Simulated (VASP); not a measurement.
Data:

```xyz
1
Lattice="-0.8946 0.8946 0.8946 0.8946 -0.8946 0.8946 0.8946 0.8946 -0.8946" Properties=species:S:1:pos:R:3 pbc="T T T"
H      0.0000     0.0000     0.0000
```

All values below come from PBEsol GGA, VASP's PBE PAW potentials (set 64) (plane waves; VASP 6.6.1). Settings: 400 eV cut-off, Gaussian smearing of 0.050 eV, potentials H.

### Question
Give the energies of bands 1 to 1 at the high-symmetry points, in eV from the Fermi level.

### Answer

| band | Γ | H | N | P |
|---|---|---|---|---|
| 1 | -17.02 | 16.16 | 2.32 | 8.66 |

It has no gap at this level: it comes out as a metal or semimetal.

The structure was generated: H was put into the bcc type (Im-3m), which need not be its known phase. It was relaxed first.
